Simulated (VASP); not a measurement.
# GePt: structure and properties in VASP, part 4 of 5

What structure does GePt take at this level, and what are its properties? The start is a cell from a database of measured crystal structures.

VASP 6.6.1; SCAN; plane waves and PAW (Ge_d, Pt).

So far. Step 5 (Bands along the symmetry lines (SCAN)): There is no gap at this level. Step 6 (Density of states (SCAN)): The finer mesh and the other smearing move the Fermi level by +0.01 eV from the 5×7×5 run, a small shift, which tests the Fermi level alone. Of the states within 0.3 eV of the Fermi level, the largest shares in the PAW spheres are Pt d 50 %, Ge p 13 % and Ge s 10 %. The relaxed cell has a, b, c = 5.690, 3.703, 6.044 Å (conventional setting).

## (7) Vibrations at Γ (SCAN)

Zone-centre modes test whether the atoms sit at a minimum within this cell. IBRION = 6 takes the force constants from differences of forces between displaced cells, so the forces must be tight.

File INCAR:

```
SYSTEM = GePt
PREC = Accurate
ENCUT = 410
EDIFF = 1E-08
NELM = 100
ISMEAR = 1
SIGMA = 0.2
LREAL = .FALSE.
ALGO = Normal
METAGGA = SCAN
LASPH = .TRUE.
NBANDS = 59
LORBIT = 11
LWAVE = .FALSE.
LCHARG = .FALSE.
KPAR = 4
IBRION = 6
NFREE = 2
POTIM = 0.015
ISIF = 2
NSW = 1
```

File POSCAR:

```
GePt
1.0
    5.6898820138      0.0000000000      0.0000000000
    0.0000000000      3.7032963148      0.0000000000
    0.0000000000      0.0000000000      6.0435443228
Ge Pt
4 4
Direct
    0.1869226335      0.2500000000      0.5891483959
    0.3130773665      0.7500000000      0.0891483959
    0.6869226335      0.2500000000      0.9108516041
    0.8130773665      0.7500000000      0.4108516041
    0.9978501393      0.2500000000      0.1935683892
    0.5021498607      0.7500000000      0.6935683892
    0.4978501393      0.2500000000      0.3064316108
    0.0021498607      0.7500000000      0.8064316108
```

File KPOINTS:

```
Automatic mesh
0
Gamma
6 8 5
0 0 0
```

PAW data sets: Ge_d and Pt (PBE family, release 64).

Command:

```console
mpirun -np 4 vasp_std
```

The log of the run:

```text
[... set-up lines as in an earlier step ...]
 entering main loop
       N       E                     dE             d eps       ncg     rms          rms(c)
DAV:   1     0.804478829124E+03    0.80448E+03   -0.36663E+04  9484   0.379E+03
DAV:   2    -0.166464594140E+03   -0.97094E+03   -0.92533E+03  7088   0.990E+02
DAV:   3    -0.365232740154E+03   -0.19877E+03   -0.18700E+03  7544   0.229E+02
DAV:   4    -0.380199396796E+03   -0.14967E+02   -0.14537E+02  8346   0.730E+01
DAV:   5    -0.380631932973E+03   -0.43254E+00   -0.43051E+00  7895   0.129E+01    0.204E+01
DAV:   6    -0.361958902443E+03    0.18673E+02   -0.63314E+00  7395   0.145E+01    0.116E+01
DAV:   7    -0.362114067921E+03   -0.15517E+00   -0.14178E+00  8128   0.696E+00    0.526E+00
DAV:   8    -0.362091653218E+03    0.22415E-01   -0.43210E-01  8562   0.397E+00    0.520E-01
DAV:   9    -0.362093844731E+03   -0.21915E-02   -0.79737E-02  7716   0.177E+00    0.555E-01
DAV:  10    -0.362090848043E+03    0.29967E-02   -0.14436E-02  7686   0.675E-01    0.108E-01
DAV:  11    -0.362091309767E+03   -0.46172E-03   -0.19601E-03  8360   0.249E-01    0.499E-02
DAV:  12    -0.362091249408E+03    0.60359E-04   -0.25771E-04  8432   0.111E-01    0.274E-02
DAV:  13    -0.362091267619E+03   -0.18211E-04   -0.81012E-05  8097   0.531E-02    0.723E-03
DAV:  14    -0.362091265484E+03    0.21351E-05   -0.11482E-05  8701   0.196E-02    0.393E-03
DAV:  15    -0.362091263271E+03    0.22123E-05   -0.16134E-06  8609   0.829E-03    0.149E-03
DAV:  16    -0.362091259500E+03    0.37716E-05   -0.18062E-07  7856   0.277E-03    0.446E-04
DAV:  17    -0.362091258813E+03    0.68691E-06   -0.26295E-08  5693   0.907E-04    0.216E-04
DAV:  18    -0.362091257939E+03    0.87398E-06   -0.69408E-09  3906   0.528E-04    0.856E-05
DAV:  19    -0.362091257636E+03    0.30298E-06   -0.15781E-09  3888   0.291E-04    0.372E-05
DAV:  20    -0.362091257485E+03    0.15073E-06   -0.60950E-10  3852   0.174E-04    0.275E-05
DAV:  21    -0.362091257452E+03    0.32946E-07   -0.21577E-10  3837   0.109E-04    0.102E-05
DAV:  22    -0.362091257433E+03    0.18596E-07   -0.89360E-11  3816   0.631E-05    0.567E-06
DAV:  23    -0.362091257417E+03    0.16338E-07   -0.38483E-11  3819   0.465E-05    0.295E-06
DAV:  24    -0.362091257435E+03   -0.17415E-07   -0.82009E-12  3786   0.291E-05    0.246E-06
DAV:  25    -0.362091257426E+03    0.83237E-08   -0.79374E-12  3777   0.167E-05
   1 F= -.36209126E+03 E0= -.36208990E+03  d E =-.406965E-02
 Found     6 degrees of freedom:
 Finite differences POTIM= 0.01500 DOF=   6
 bond charge predicted
       N       E                     dE             d eps       ncg     rms          rms(c)
DAV:   1    -0.362096246942E+03   -0.49895E-02   -0.10487E+00 11758   0.477E+00    0.104E-01
DAV:   2    -0.362090763315E+03    0.54836E-02   -0.37529E-02 10789   0.142E+00    0.113E-01
DAV:   3    -0.362090409769E+03    0.35355E-03   -0.31436E-03 11289   0.516E-01    0.653E-02
DAV:   4    -0.362090440924E+03   -0.31156E-04   -0.18238E-04 11913   0.112E-01    0.404E-02
DAV:   5    -0.362090428510E+03    0.12414E-04   -0.76018E-05 11274   0.732E-02    0.199E-02
DAV:   6    -0.362090439833E+03   -0.11323E-04   -0.19362E-05 12787   0.736E-02    0.931E-03
DAV:   7    -0.362090444793E+03   -0.49602E-05   -0.45545E-06 14232   0.361E-02    0.673E-03
DAV:   8    -0.362090450500E+03   -0.57068E-05   -0.22619E-06 11606   0.124E-02    0.317E-03
DAV:   9    -0.362090451869E+03   -0.13682E-05   -0.34961E-07 10871   0.499E-03    0.173E-03
DAV:  10    -0.362090452586E+03   -0.71720E-06   -0.86636E-08  9012   0.381E-03    0.876E-04
DAV:  11    -0.362090453081E+03   -0.49519E-06   -0.33372E-08  8249   0.216E-03    0.312E-04
DAV:  12    -0.362090453122E+03   -0.41535E-07   -0.13441E-08  5586   0.129E-03    0.870E-05
DAV:  13    -0.362090453021E+03    0.10101E-06   -0.26287E-09  5230   0.128E-03    0.383E-05
DAV:  14    -0.362090452994E+03    0.27752E-07   -0.25933E-09  5167   0.493E-04    0.270E-05
DAV:  15    -0.362090452999E+03   -0.50331E-08   -0.64225E-10  5143   0.396E-04
   2 F= -.36209045E+03 E0= -.36208910E+03  d E =-.404869E-02
[... from here on, the cycles between the ionic steps are left out ...]
   3 F= -.36208987E+03 E0= -.36208851E+03  d E =-.407667E-02
   4 F= -.36209070E+03 E0= -.36208934E+03  d E =-.407309E-02
   5 F= -.36209070E+03 E0= -.36208934E+03  d E =-.407309E-02
   6 F= -.36209017E+03 E0= -.36208885E+03  d E =-.395000E-02
   7 F= -.36209057E+03 E0= -.36208918E+03  d E =-.417450E-02
   8 F= -.36208991E+03 E0= -.36208857E+03  d E =-.400129E-02
   9 F= -.36209014E+03 E0= -.36208876E+03  d E =-.414112E-02
  10 F= -.36209059E+03 E0= -.36208925E+03  d E =-.403679E-02
  11 F= -.36209059E+03 E0= -.36208925E+03  d E =-.403680E-02
  12 F= -.36208985E+03 E0= -.36208855E+03  d E =-.391828E-02
 Finite differences progress:
  Degree of freedom:   6/  6
  Displacement:        1/  2
  Total:              11/ 12
 bond charge predicted
       N       E                     dE             d eps       ncg     rms          rms(c)
DAV:   1    -0.362095596557E+03   -0.57449E-02   -0.42914E+00 10752   0.572E+00    0.265E-01
DAV:   2    -0.362091107538E+03    0.44890E-02   -0.14002E-01 10662   0.190E+00    0.256E-01
DAV:   3    -0.362090400124E+03    0.70741E-03   -0.10752E-02 11110   0.613E-01    0.142E-01
DAV:   4    -0.362090389477E+03    0.10648E-04   -0.96889E-04 13146   0.291E-01    0.115E-01
DAV:   5    -0.362090367502E+03    0.21975E-04   -0.11675E-03 12163   0.320E-01    0.341E-02
DAV:   6    -0.362090422200E+03   -0.54698E-04   -0.21828E-04 12229   0.161E-01    0.253E-02
DAV:   7    -0.362090432041E+03   -0.98414E-05   -0.34002E-05 12223   0.792E-02    0.156E-02
DAV:   8    -0.362090441744E+03   -0.97024E-05   -0.23991E-05 12238   0.755E-02    0.508E-03
DAV:   9    -0.362090443811E+03   -0.20679E-05   -0.58472E-06 12239   0.279E-02    0.231E-03
DAV:  10    -0.362090444967E+03   -0.11555E-05   -0.94511E-07  9911   0.106E-02    0.112E-03
DAV:  11    -0.362090445593E+03   -0.62637E-06   -0.15653E-07 10378   0.602E-03    0.537E-04
DAV:  12    -0.362090445857E+03   -0.26367E-06   -0.34550E-08  7884   0.177E-03    0.276E-04
DAV:  13    -0.362090445799E+03    0.58468E-07   -0.46603E-09  5248   0.125E-03    0.115E-04
DAV:  14    -0.362090445770E+03    0.28540E-07   -0.27622E-09  5197   0.100E-03    0.434E-05
DAV:  15    -0.362090445764E+03    0.58626E-08   -0.12708E-09  5176   0.528E-04
  13 F= -.36209045E+03 E0= -.36208904E+03  d E =-.421992E-02
 Finite differences progress:
  Degree of freedom:   6/  6
  Displacement:        2/  2
  Total:              12/ 12
```

Elapsed: 32 min, on 4 MPI ranks of Intel Xeon 6975P-C (Granite Rapids), shared host; peak memory 3.3 GiB.

OUTCAR, selected parts (step 7):

```text
   k-points           NKPTS =     60   k-points in BZ     NKDIM =     60   number of bands    NBANDS=     59

   NELECT =      96.0000    total number of electrons

 E-fermi :   9.7462

 k-point     1 :       0.0000    0.0000    0.0000
  band No.  band energies     occupation
    ...
     44       6.8726      2.00000
     45       6.9389      2.00000
     46       7.8813      2.00000
     47       8.1825      2.00000
     48       8.7311      2.00000
     49      10.3981     -0.00004
     50      10.9118     -0.00000
     51      12.7704     -0.00000
     52      13.1753     -0.00000
     53      13.3062     -0.00000
    ...

  Total        0.0580184     -0.1427538     -0.2705951      0.0000000      0.0000000      0.0518954
  in kB        0.7299491     -1.7960351     -3.4044514      0.0000000      0.0000000      0.6529142
  external PRESSURE =      -1.4901791 kB  Pullay stress =       0.0000000 kB

 POSITION                                       TOTAL-FORCE (eV/Angst)
 -----------------------------------------------------------------------------------
      1.06357      0.92582      3.56054         0.007250      0.000000     -0.025512
      1.78137      2.77747      0.53877        -0.012949      0.000000     -0.001782
      3.90851      0.92582      5.50477        -0.029453      0.000000     -0.039654
      4.62631      2.77747      2.48300         0.018847      0.000000     -0.048641
      5.67765      0.92582      1.15484        -0.001749      0.000000      0.125387
      2.85717      2.77747      4.19161         0.012173      0.000000     -0.012525
      2.83271      0.92582      1.85193        -0.016597      0.000000      0.027005
      0.01223      2.77747      4.87371         0.022478      0.000000     -0.024279
 -----------------------------------------------------------------------------------
    total drift:                               -0.000916      0.000000     -0.002904

  FREE ENERGIE OF THE ION-ELECTRON SYSTEM (eV)
  ---------------------------------------------------
  free  energy   TOTEN  =      -362.0904457642 eV

  energy  without entropy=     -362.0862258417  energy(sigma->0) =     -362.08903912

 Eigenvectors and eigenvalues of the dynamical matrix
 ----------------------------------------------------

   1 f  =    7.727463 THz    48.553081 2PiTHz  257.760414 cm-1    31.958204 meV
             X         Y         Z           dx          dy          dz
      1.063568  0.925824  3.560544     0.432323    0.000000   -0.201772
      1.781373  2.777472  0.538772     0.432323    0.000000    0.201772
      3.908509  0.925824  5.504772    -0.432323    0.000000   -0.201772
      4.626314  2.777472  2.483000    -0.432323   -0.000000    0.201772
      5.677650  0.925824  1.169839     0.149123    0.000000    0.012143
      2.857173  2.777472  4.191611     0.149123   -0.000000   -0.012143
      2.832709  0.925824  1.851933    -0.149123   -0.000000    0.012143
      0.012232  2.777472  4.873705    -0.149123   -0.000000   -0.012143

   2 f  =    7.140546 THz    44.865376 2PiTHz  238.182989 cm-1    29.530914 meV
             X         Y         Z           dx          dy          dz
      1.063568  0.925824  3.560544     0.232093    0.000000   -0.416420
      1.781373  2.777472  0.538772     0.232093   -0.000000    0.416420
      3.908509  0.925824  5.504772     0.232093    0.000000    0.416420
      4.626314  2.777472  2.483000     0.232093   -0.000000   -0.416420
      5.677650  0.925824  1.169839    -0.147135    0.000000    0.032834
      2.857173  2.777472  4.191611    -0.147135   -0.000000   -0.032834
      2.832709  0.925824  1.851933    -0.147135    0.000000   -0.032834
      0.012232  2.777472  4.873705    -0.147135   -0.000000    0.032834

   3 f  =    7.005703 THz    44.018130 2PiTHz  233.685098 cm-1    28.973246 meV
             X         Y         Z           dx          dy          dz
      1.063568  0.925824  3.560544    -0.338770   -0.000000    0.286314
[...]
3.908509  0.925824  5.504772    -0.000000    0.428272    0.000000
      4.626314  2.777472  2.483000    -0.000000   -0.428272   -0.000000
      5.677650  0.925824  1.169839    -0.000000    0.258038   -0.000000
      2.857173  2.777472  4.191611    -0.000000   -0.258038    0.000000
      2.832709  0.925824  1.851933     0.000000    0.258038   -0.000000
      0.012232  2.777472  4.873705     0.000000   -0.258038   -0.000000

   7 f  =    5.317200 THz    33.408953 2PiTHz  177.362703 cm-1    21.990163 meV
             X         Y         Z           dx          dy          dz
      1.063568  0.925824  3.560544     0.000000    0.466353    0.000000
      1.781373  2.777472  0.538772     0.000000    0.466353   -0.000000
      3.908509  0.925824  5.504772    -0.000000   -0.466353    0.000000
      4.626314  2.777472  2.483000    -0.000000   -0.466353   -0.000000
      5.677650  0.925824  1.169839    -0.000000    0.180319    0.000000
      2.857173  2.777472  4.191611    -0.000000    0.180319    0.000000
      2.832709  0.925824  1.851933     0.000000   -0.180319   -0.000000
      0.012232  2.777472  4.873705     0.000000   -0.180319   -0.000000

   8 f  =    5.301240 THz    33.308676 2PiTHz  176.830346 cm-1    21.924159 meV
             X         Y         Z           dx          dy          dz
      1.063568  0.925824  3.560544     0.000000   -0.417797    0.000000
      1.781373  2.777472  0.538772    -0.000000   -0.417797    0.000000
      3.908509  0.925824  5.504772     0.000000   -0.417797   -0.000000
      4.626314  2.777472  2.483000     0.000000   -0.417797    0.000000
      5.677650  0.925824  1.169839     0.000000    0.274673   -0.000000
      2.857173  2.777472  4.191611     0.000000    0.274673    0.000000
      2.832709  0.925824  1.851933    -0.000000    0.274673    0.000000
      0.012232  2.777472  4.873705    -0.000000    0.274673    0.000000

   9 f  =    4.998624 THz    31.407282 2PiTHz  166.736153 cm-1    20.672639 meV
             X         Y         Z           dx          dy          dz
      1.063568  0.925824  3.560544     0.000000   -0.472736    0.000000
      1.781373  2.777472  0.538772    -0.000000    0.472736    0.000000
      3.908509  0.925824  5.504772     0.000000    0.472736   -0.000000
      4.626314  2.777472  2.483000     0.000000   -0.472736   -0.000000
      5.677650  0.925824  1.169839     0.000000    0.162850    0.000000
      2.857173  2.777472  4.191611    -0.000000   -0.162850   -0.000000
      2.832709  0.925824  1.851933     0.000000   -0.162850    0.000000
      0.012232  2.777472  4.873705    -0.000000    0.162850   -0.000000

  10 f  =    4.380200 THz    27.521606 2PiTHz  146.107735 cm-1    18.115042 meV
             X         Y         Z           dx          dy          dz
      1.063568  0.925824  3.560544    -0.081841   -0.000000   -0.200374
      1.781373  2.777472  0.538772     0.081841    0.000000   -0.200374
      3.908509  0.925824  5.504772     0.081841    0.000000   -0.200374
      4.626314  2.777472  2.483000    -0.081841    0.000000   -0.200374
      5.677650  0.925824  1.169839    -0.427907   -0.000000    0.141590
      2.857173  2.777472  4.191611     0.427907    0.000000    0.141590
      2.832709  0.925824  1.851933     0.427907    0.000000    0.141590
      0.012232  2.777472  4.873705    -0.427907   -0.000000    0.141590

  11 f  =    4.249032 THz    26.697458 2PiTHz  141.732463 cm-1    17.572578 meV
             X         Y         Z           dx          dy          dz
      1.063568  0.925824  3.560544    -0.232210   -0.000000   -0.439970
      1.781373  2.777472  0.538772     0.232210   -0.000000   -0.439970
      3.908509  0.925824  5.504772    -0.232210    0.000000    0.439970
      4.626314  2.777472  2.483000     0.232210   -0.000000    0.439970
    [... 144 further lines ...]
      2.857173  2.777472  4.191611    -0.003856   -0.000000    0.413178
      2.832709  0.925824  1.851933    -0.003856   -0.000000    0.413178
      0.012232  2.777472  4.873705     0.003856   -0.000000    0.413178

 ELASTIC MODULI CONTR FROM IONIC RELAXATION (kBar)
 Direction    XX          YY          ZZ          XY          YZ          ZX
 --------------------------------------------------------------------------------
 XX        -273.9909     66.7260   -325.5532      0.0000     -0.0000     -0.0000
 YY          66.7260   -611.2010     30.4136     -0.0000     -0.0000      0.0000
 ZZ        -325.5532     30.4136   -407.8498      0.0000     -0.0000     -0.0000
 XY           0.0000     -0.0000      0.0000    -85.1062     -0.0000      0.0000
 YZ          -0.0000     -0.0000     -0.0000     -0.0000   -374.8943     -0.0000
 ZX          -0.0000     -0.0000     -0.0000      0.0000     -0.0000    -91.5337
 --------------------------------------------------------------------------------

[... 7 parts as in an earlier step ...]

[... 9 further parts left out ...]
```

The last energy, forces, stress and levels in OUTCAR belong to the last displaced cell, not to the cell of POSCAR.

Numbers from this step:

- bands: 59
- irreducible k-points: 60
- pressure of the cell: -0.1088 GPa
- largest force of the cell: 0.02538 eV/Å

Modes at Γ, with each element's share of the kinetic energy (negative means imaginary):

```csv
mode,frequency (cm⁻¹),symmetry,Ge %,Pt %
1,-8.5,acoustic,32,68
2,-6.0,acoustic,30,70
3,-4.7,acoustic,25,75
4,31.0,Au,11,89
5,59.7,Bg,13,87
6,62.1,Bg,27,73
7,76.2,Bu,14,86
8,76.5,Ag,4,96
9,111.2,Ag,17,83
10,116.8,Bg,34,66
11,120.1,Bu,71,29
12,132.9,Bg,1,99
13,141.4,Bu,70,30
14,141.7,Ag,99,1
15,146.1,Bu,19,81
16,166.7,Au,89,11
17,176.8,Bu,70,30
18,177.4,Bg,87,13
19,187.8,Bg,73,27
20,189.0,Bg,74,26
21,217.0,Ag,80,20
22,233.7,Bu,79,21
23,238.2,Bu,91,9
24,257.8,Bg,91,9
```

Displacements in mode 4 (31.0 cm⁻¹), the largest set to 1:
```
Ge1  0.00 -0.56  0.00
Ge2  0.00  0.56  0.00
Ge3  0.00  0.56  0.00
Ge4  0.00 -0.56  0.00
Pt5  0.00 -1.00  0.00
Pt6  0.00  1.00  0.00
Pt7  0.00  1.00  0.00
Pt8  0.00 -1.00  0.00
```

Displacements in mode 17 (176.8 cm⁻¹), the largest set to 1:
```
Ge1  0.00 -1.00  0.00
Ge2  0.00 -1.00  0.00
Ge3  0.00 -1.00  0.00
Ge4  0.00 -1.00  0.00
Pt5  0.00  0.40  0.00
Pt6  0.00  0.40  0.00
Pt7  0.00  0.40  0.00
Pt8  0.00  0.40  0.00
```

The three acoustic modes lie within 8.5 cm⁻¹ of zero, and all others are real. By the characters of their eigenvectors the optical modes sort into (cm⁻¹) Raman active: Bg 60, Bg 62, Ag 76, Ag 111, Bg 117, Bg 133, Ag 142, Bg 177, Bg 188, Bg 189 and more; infrared active: Bu 76, Bu 120, Bu 141, Bu 146, Bu 177, Bu 234, Bu 238; silent: Au 31, Au 167. B labels carry no number here, since it depends on the setting of the axes. With a centre of inversion no mode is active in both.

(Continued in part 5 of 5.)

[Lines on the potential files, build, host, timing and source positions are cut from VASP's logs without a mark.]

[Logs are printed without paths, hosts, clocks, repeated set-up lines and the standing remarks that a program may print on its own settings, such as how far it seeks lower states.]

[Hosts, paths, dates, database ids (printed as entryN), source tags and the programs' standing remarks are cut or masked in the printed files.]

[A measured line is paired with the nearest computed mode of its activity, which favours agreement.]
